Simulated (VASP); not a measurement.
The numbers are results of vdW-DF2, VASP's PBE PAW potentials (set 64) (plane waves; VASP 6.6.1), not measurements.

Input for VASP

**POSCAR**
```
Te
1
    2.4195640608    -4.1908075070     0.0000000000
    2.4195640608     4.1908075070     0.0000000000
    0.0000000000     0.0000000000     6.0708439768
Te
3
Direct
  0.0000000000   0.2532069442   0.6666670000
  0.7467930558   0.7467930558   0.0000000000
  0.2532069442   0.0000000000   0.3333330000
```

### KPOINTS
```
Automatic mesh
0
Gamma
6 6 4
0 0 0
```

INCAR:
```
SYSTEM = Te
PREC = Accurate
ENCUT = 520
EDIFF = 1E-7
NELM = 100
ALGO = Normal
LREAL = .FALSE.
LASPH = .TRUE.
ISMEAR = -5
GGA = ML
ZAB_VDW = -1.8867
LUSE_VDW = .TRUE.
AGGAC = 0.0
LMAXMIX = 4
LWAVE = .FALSE.
LCHARG = .TRUE.
LORBIT = 11
NEDOS = 601
ISIF = 2
LEFG = .TRUE.
```

POTCAR, in this order: Te (PBE.64 set). Program: vasp_std.

Output of the run:

**OUTCAR**
```
 ion  position               nearest neighbor table
   1  0.000  0.253  0.667-   2 2.93   3 2.93
   2  0.747  0.747  0.000-   3 2.93   1 2.93
   3  0.253  0.000  0.333-   2 2.93   1 2.93
  LATTYP: Found a hexagonal cell.
 ALAT       =     4.8391277938
 C/A-ratio  =     1.2545326835
 Subroutine PRICEL returns:
 Original cell was already a primitive cell.
 Subroutine GETGRP returns: Found  6 space group operations
The static configuration has the point symmetry C_2 .
 The point group associated with its full space group is D_3 .
The dynamic configuration has the point symmetry C_2 .
 Subroutine INISYM returns: Found  6 space group operations
 Subroutine IBZKPT returns following result:
 Found     24 irreducible k-points:

 Following reciprocal coordinates:
            Coordinates               Weight
  0.000000  0.000000  0.000000      1.000000
  0.166667  0.000000  0.000000      6.000000
  0.333333  0.000000  0.000000      6.000000
  0.500000  0.000000  0.000000      3.000000
  0.166667  0.166667  0.000000      6.000000
  0.333333  0.166667  0.000000     12.000000
  0.333333  0.333333  0.000000      2.000000
  0.000000  0.000000  0.250000      2.000000
  0.166667  0.000000  0.250000      6.000000
  0.000000  0.166667  0.250000      6.000000
  0.333333  0.000000  0.250000      6.000000
  0.000000  0.333333  0.250000      6.000000
  0.500000  0.000000  0.250000      6.000000
  0.166667  0.166667  0.250000     12.000000
  0.333333  0.166667  0.250000     12.000000
 -0.166667  0.500000  0.250000     12.000000
  0.333333  0.333333  0.250000      4.000000
  0.000000  0.000000  0.500000      1.000000
  0.166667  0.000000  0.500000      6.000000
  0.333333  0.000000  0.500000      6.000000
  0.500000  0.000000  0.500000      3.000000
  0.166667  0.166667  0.500000      6.000000
  0.333333  0.166667  0.500000     12.000000
  0.333333  0.333333  0.500000      2.000000
   k-points           NKPTS =     24   k-points in BZ     NKDIM =     24   number of bands    NBANDS=     13
   number of dos      NEDOS =    601   number of ions     NIONS =      3
   total plane-waves  NPLWV =  62208
   dimension x,y,z NGX =    36 NGY =   36 NGZ =   48
   dimension x,y,z NGXF=    72 NGYF=   72 NGZF=   96
   ions per type =               3
   PREC   = accura    normal or accurate (medium, high low for compatibility)
   ISTART =      0    job   : 0-new  1-cont  2-samecut
   ICHARG =      2    charge: 1-file 2-atom 10-const
   ISPIN  =      1    spin polarized calculation?
   LNONCOLLINEAR =      F non collinear calculations
   LSORBIT =      F    spin-orbit coupling
   INIWAV =      1    electr: 0-lowe 1-rand  2-diag
   ENCUT  =  520.0 eV  38.22 Ry    6.18 a.u.   9.00  9.00 11.29*2*pi/ulx,y,z
   NELM   =    100;   NELMIN=  2; NELMDL= -5     # of ELM steps
   EDIFF  = 0.1E-06   stopping-criterion for ELM
   LREAL  =      F    real-space projection
   NLSPLINE    = F    spline interpolate recip. space projectors
   LMAXMIX     =    4 max onsite mixed and CHGCAR
   VOSKOWN=      0    Vosko Wilk Nusair interpolation
   EDIFFG = 0.1E-05   stopping-criterion for IOM
   NSW    =      0    number of steps for IOM
   NBLOCK =      1;   KBLOCK =      1    inner block; outer block
   IBRION =     -1    ionic relax: 0-MD 1-quasi-New 2-CG
   NFREE  =      0    steps in history (QN), initial steepest desc. (CG)
   ISIF   =      2    stress and relaxation
   ISYM   =      2    0-nonsym 1-usesym 2-fastsym
   TEIN   =    0.0    initial temperature
   TEBEG  =    0.0;   TEEND  =   0.0 temperature during run
   SMASS  =  -3.00    Nose mass-parameter (am)
   PSTRESS=    0.0 pullay stress
   NELECT =      18.0000    total number of electrons
...
```

**OSZICAR**
```
       N       E                     dE             d eps       ncg     rms          rms(c)
DAV:   1     0.849483278369E+02    0.84948E+02   -0.63350E+03   624   0.108E+03
DAV:   2     0.264776196280E+01   -0.82301E+02   -0.79651E+02   841   0.150E+02
DAV:   3    -0.293187101363E+01   -0.55796E+01   -0.55440E+01   714   0.455E+01
DAV:   4    -0.304573324674E+01   -0.11386E+00   -0.11372E+00   818   0.774E+00
DAV:   5    -0.304799973416E+01   -0.22665E-02   -0.22665E-02   800   0.105E+00    0.778E+00
DAV:   6    -0.300746439373E+01    0.40535E-01   -0.52094E-02   694   0.171E+00    0.511E+00
DAV:   7    -0.300817954480E+01   -0.71515E-03   -0.12534E-01   634   0.271E+00    0.376E-01
DAV:   8    -0.300571038587E+01    0.24692E-02   -0.16920E-02   644   0.864E-01    0.292E-01
DAV:   9    -0.300580557079E+01   -0.95185E-04   -0.53980E-04   814   0.179E-01    0.125E-01
DAV:  10    -0.300599278295E+01   -0.18721E-03   -0.26216E-04   659   0.172E-01    0.532E-02
DAV:  11    -0.300599114158E+01    0.16414E-05   -0.15255E-05   754   0.287E-02    0.103E-02
DAV:  12    -0.300599177940E+01   -0.63781E-06   -0.22289E-06   684   0.128E-02    0.992E-03
DAV:  13    -0.300599171867E+01    0.60728E-07   -0.10002E-06   684   0.106E-02    0.315E-03
DAV:  14    -0.300599171117E+01    0.74965E-08   -0.47106E-08   377   0.152E-03
   1 F= -.30059917E+01 E0= -.30059917E+01  d E =0.000000E+00
```

File OUTCAR:
```
------------------------ aborting loop because EDIFF is reached ----------------------------------------
  FORCE on cell =-STRESS in cart. coord.  units (eV):
  Direction    XX          YY          ZZ          XY          YZ          ZX
  --------------------------------------------------------------------------------------
  Total       -0.0102549     -0.0102549     -0.0199613      0.0000000      0.0000000      0.0000000
  in kB       -0.1334525     -0.1334525     -0.2597674      0.0000000      0.0000000      0.0000000
  external PRESSURE =      -0.1755575 kB  Pullay stress =       0.0000000 kB
  volume of cell :      123.12
      direct lattice vectors                 reciprocal lattice vectors
     2.419564061 -4.190807507  0.000000000     0.206648796 -0.119308749  0.000000000
     2.419564061  4.190807507  0.000000000     0.206648796  0.119308749  0.000000000
     0.000000000  0.000000000  6.070843977     0.000000000  0.000000000  0.164721743
 POSITION                                       TOTAL-FORCE (eV/Angst)
 -----------------------------------------------------------------------------------
      0.61265      1.06114      4.04723        -0.001887     -0.003268      0.000000
      3.61383      0.00000      0.00000         0.003773     -0.000000      0.000000
      0.61265     -1.06114      2.02361        -0.001887      0.003268     -0.000000
 -----------------------------------------------------------------------------------
    total drift:                               -0.000133     -0.000412      0.000011
  FREE ENERGIE OF THE ION-ELECTRON SYSTEM (eV)
  ---------------------------------------------------
  free  energy   TOTEN  =        -3.0059917112 eV

  energy  without entropy=       -3.0059917112  energy(sigma->0) =       -3.00599171

 total charge

# of ion       s       p       d       tot
------------------------------------------
    1        1.453   1.819   0.028   3.300
    2        1.453   1.819   0.028   3.300
    3        1.453   1.819   0.028   3.300
--------------------------------------------------
tot          4.359   5.458   0.083   9.900

 Electric field gradients after diagonalization (V/A^2)
 (convention: |V_zz| > |V_xx| > |V_yy|)
----------------------------------------------------------------------
 ion       V_xx      V_yy      V_zz     asymmetry (V_yy - V_xx)/ V_zz
----------------------------------------------------------------------
   1     408.331   243.947  -652.277       0.252
   2     408.331   243.946  -652.277       0.252
   3     408.331   243.947  -652.277       0.252
```
(Selected blocks of OUTCAR.)

The compound is Te in the trig structure. It was relaxed first, which changed the volume by +21 %.
